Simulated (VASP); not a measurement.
Output of a VASP run:

### OUTCAR
```
 ion  position               nearest neighbor table
   1  0.000  0.000  0.000-   3 3.02   3 3.02   2 3.02   2 3.02   3 3.02   3 3.02   2 3.02   2 3.02
  LATTYP: Found a body centered tetragonal cell.
 ALAT       =     4.9220760137
 C/A-ratio  =     1.4213201632
 Subroutine PRICEL returns:
 Original cell was already a primitive cell.
 Subroutine GETGRP returns: Found 16 space group operations
The static configuration has the point symmetry D_4h.
The dynamic configuration has the point symmetry D_4h.
 Subroutine INISYM returns: Found 16 space group operations
 Subroutine IBZKPT returns following result:
 Found     30 irreducible k-points:

 Following reciprocal coordinates:
            Coordinates               Weight
  0.000000  0.000000  0.000000      1.000000
  0.166667  0.000000 -0.000000      8.000000
  0.333333  0.000000  0.000000      8.000000
  0.500000  0.000000  0.000000      4.000000
  0.166667  0.166667  0.000000      4.000000
  0.333333  0.166667 -0.000000     16.000000
  0.500000  0.166667  0.000000     16.000000
 -0.333333  0.166667  0.000000     16.000000
 -0.166667  0.166667  0.000000      8.000000
  0.333333  0.333333  0.000000      4.000000
  0.500000  0.333333  0.000000     16.000000
 -0.333333  0.333333  0.000000      8.000000
  0.500000  0.500000  0.000000      2.000000
  0.166667  0.000000  0.166667      2.000000
  0.333333  0.000000  0.166667      8.000000
  0.500000  0.000000  0.166667      8.000000
 -0.333333  0.000000  0.166667      8.000000
 -0.166667  0.000000  0.166667      4.000000
  0.500000  0.333333  0.166667      8.000000
 -0.333333  0.333333  0.166667      8.000000
  0.333333  0.500000  0.166667      8.000000
 -0.333333  0.500000  0.166667      4.000000
  0.333333 -0.333333  0.166667     16.000000
  0.500000 -0.333333  0.166667      4.000000
  0.333333 -0.166667  0.166667      8.000000
  0.333333  0.000000  0.333333      2.000000
  0.500000  0.000000  0.333333      8.000000
 -0.333333  0.000000  0.333333      4.000000
  0.500000 -0.166667  0.333333      4.000000
  0.500000  0.000000  0.500000      1.000000
   k-points           NKPTS =     30   k-points in BZ     NKDIM =     30   number of bands    NBANDS=     16
   number of dos      NEDOS =    301   number of ions     NIONS =      3
   total plane-waves  NPLWV =  46656
   dimension x,y,z NGX =    36 NGY =   36 NGZ =   36
   dimension x,y,z NGXF=    72 NGYF=   72 NGZF=   72
   ions per type =               1   2
   PREC   = accura    normal or accurate (medium, high low for compatibility)
   ISTART =      0    job   : 0-new  1-cont  2-samecut
   ICHARG =      2    charge: 1-file 2-atom 10-const
   ISPIN  =      1    spin polarized calculation?
   LNONCOLLINEAR =      F non collinear calculations
   LSORBIT =      F    spin-orbit coupling
   INIWAV =      1    electr: 0-lowe 1-rand  2-diag
   ENCUT  =  480.0 eV  35.28 Ry    5.94 a.u.   8.81  8.79  8.81*2*pi/ulx,y,z
   NELM   =    100;   NELMIN=  2; NELMDL= -5     # of ELM steps
   EDIFF  = 0.1E-06   stopping-criterion for ELM
   LREAL  =      F    real-space projection
   NLSPLINE    = F    spline interpolate recip. space projectors
   LMAXMIX     =    4 max onsite mixed and CHGCAR
   VOSKOWN=      0    Vosko Wilk Nusair interpolation
   EDIFFG = 0.1E-05   stopping-criterion for IOM
   NSW    =      0    number of steps for IOM
   NBLOCK =      1;   KBLOCK =      1    inner block; outer block
   IBRION =     -1    ionic relax: 0-MD 1-quasi-New 2-CG
   NFREE  =      0    steps in history (QN), initial steepest desc. (CG)
   ISIF   =      2    stress and relaxation
   ISYM   =      2    0-nonsym 1-usesym 2-fastsym
   TEIN   =    0.0    initial temperature
   TEBEG  =    0.0;   TEEND  =   0.0 temperature during run
   SMASS  =  -3.00    Nose mass-parameter (am)
   PSTRESS=    0.0 pullay stress
   NELECT =      24.0000    total number of electrons
   EFERMI =   0.00;   METHOD = LEGACY
   ISMEAR =     0;   SIGMA  =   0.05  broadening in eV -4-tet -1-fermi 0-gaus
...
```

OSZICAR:
```
       N       E                     dE             d eps       ncg     rms          rms(c)
DAV:   1     0.122261858120E+03    0.12226E+03   -0.11468E+04   960   0.130E+03
DAV:   2    -0.332528220676E+02   -0.15551E+03   -0.15106E+03  1288   0.251E+02
DAV:   3    -0.422945456125E+02   -0.90417E+01   -0.90273E+01  1480   0.649E+01
DAV:   4    -0.425637155575E+02   -0.26917E+00   -0.26903E+00  1512   0.864E+00
DAV:   5    -0.425676664864E+02   -0.39509E-02   -0.39505E-02  1496   0.970E-01    0.118E+01
DAV:   6    -0.362162853881E+02    0.63514E+01   -0.23773E+00  1624   0.118E+01    0.838E+00
DAV:   7    -0.348474477207E+02    0.13688E+01   -0.96974E-01  1512   0.993E+00    0.116E+00
DAV:   8    -0.357690522384E+02   -0.92160E+00   -0.10541E+00  1304   0.939E+00    0.206E+00
DAV:   9    -0.351035570851E+02    0.66550E+00   -0.12035E-01  1280   0.430E+00    0.153E+00
DAV:  10    -0.351853240219E+02   -0.81767E-01   -0.15521E-02  1520   0.145E+00    0.132E+00
DAV:  11    -0.356461244030E+02   -0.46080E+00   -0.22257E-01   976   0.497E+00    0.541E-01
DAV:  12    -0.356889398486E+02   -0.42815E-01   -0.29815E-02  1072   0.187E+00    0.369E-01
DAV:  13    -0.356463409062E+02    0.42599E-01   -0.27454E-02   960   0.202E+00    0.675E-01
DAV:  14    -0.356797267776E+02   -0.33386E-01   -0.17498E-02   960   0.168E+00    0.269E-01
DAV:  15    -0.356919884234E+02   -0.12262E-01   -0.28929E-03   960   0.646E-01    0.162E-01
DAV:  16    -0.356919535969E+02    0.34827E-04   -0.41594E-05  1672   0.558E-02    0.137E-01
DAV:  17    -0.356922406928E+02   -0.28710E-03   -0.72220E-05  1040   0.105E-01    0.677E-02
DAV:  18    -0.356925917310E+02   -0.35104E-03   -0.86272E-05  1104   0.109E-01    0.394E-02
DAV:  19    -0.356926816418E+02   -0.89911E-04   -0.56956E-05  1104   0.820E-02    0.207E-02
DAV:  20    -0.356926826101E+02   -0.96830E-06   -0.18106E-05  1072   0.498E-02    0.113E-02
DAV:  21    -0.356926913234E+02   -0.87133E-05   -0.41496E-06  1360   0.232E-02    0.985E-03
DAV:  22    -0.356926919747E+02   -0.65129E-06   -0.54642E-07  1304   0.870E-03    0.748E-03
DAV:  23    -0.356926937665E+02   -0.17918E-05   -0.18905E-06  1104   0.140E-02    0.162E-03
DAV:  24    -0.356926935546E+02    0.21187E-06   -0.48006E-07  1088   0.989E-03    0.207E-03
DAV:  25    -0.356926939998E+02   -0.44526E-06   -0.23173E-07  1008   0.687E-03    0.718E-04
DAV:  26    -0.356926943730E+02   -0.37320E-06   -0.81418E-08   864   0.365E-03    0.318E-04
DAV:  27    -0.356926944495E+02   -0.76495E-07   -0.85258E-09   832   0.105E-03
   1 F= -.35692694E+02 E0= -.35692694E+02  d E =-.552023E-19
```

**OUTCAR**
```
------------------------ aborting loop because EDIFF is reached ----------------------------------------
  FORCE on cell =-STRESS in cart. coord.  units (eV):
  Direction    XX          YY          ZZ          XY          YZ          ZX
  --------------------------------------------------------------------------------------
  Total        0.2427818      0.0975741      0.2427818      0.0000000      0.0000000      0.0000000
  in kB        4.5900754      1.8447530      4.5900754      0.0000000      0.0000000      0.0000000
  external PRESSURE =       3.6749679 kB  Pullay stress =       0.0000000 kB
  volume of cell :       84.74
      direct lattice vectors                 reciprocal lattice vectors
     0.000000000  3.497922942  3.480433327    -0.143660272  0.142941971  0.143660272
     3.480433327  0.000000000  3.480433327     0.143660272 -0.142941971  0.143660272
     3.480433327  3.497922942  0.000000000     0.143660272  0.142941971 -0.143660272
 POSITION                                       TOTAL-FORCE (eV/Angst)
 -----------------------------------------------------------------------------------
      0.00000      0.00000      0.00000        -0.000000      0.000000      0.000000
      1.74022      1.74896      1.74022         0.000000      0.000000     -0.000000
      5.22065      5.24688      5.22065         0.000000     -0.000000      0.000000
 -----------------------------------------------------------------------------------
    total drift:                                0.000000      0.000000      0.000000
  FREE ENERGIE OF THE ION-ELECTRON SYSTEM (eV)
  ---------------------------------------------------
  free  energy   TOTEN  =       -35.6926944495 eV

  energy  without entropy=      -35.6926944495  energy(sigma->0) =      -35.69269445
```
(Selected blocks of OUTCAR.)

### POSCAR
```
SrCl2
1
    0.0000000000     3.4979229415     3.4804333268
    3.4804333268     0.0000000000     3.4804333268
    3.4804333268     3.4979229415     0.0000000000
Sr Cl
1 2
Direct
  0.0000000000   0.0000000000   0.0000000000
  0.2500000000   0.2500000000   0.2500000000
  0.7500000000   0.7500000000   0.7500000000
```

Problem. Reconstruct the remaining input files.

Solution. This is not unique; one that fits is the input of the run itself, r2SCAN meta-GGA, plane waves, VASP's PBE PAW potentials (set 64).

**INCAR**
```
SYSTEM = SrCl2
PREC = Accurate
ENCUT = 480
EDIFF = 1E-7
NELM = 100
ALGO = Normal
LREAL = .FALSE.
LASPH = .TRUE.
ISMEAR = 0
SIGMA = 0.05
METAGGA = R2SCAN
LMIXTAU = .TRUE.
LMAXMIX = 4
LWAVE = .FALSE.
LCHARG = .FALSE.
ISIF = 2
```

KPOINTS:
```
Regular mesh
0
Gamma
6 6 6
```

POTCAR, in this order: Sr_sv Cl (PBE.64 set). Program: vasp_std.

The compound is SrCl2 in the fluorite structure. This cell was strained or had an atom moved on purpose.
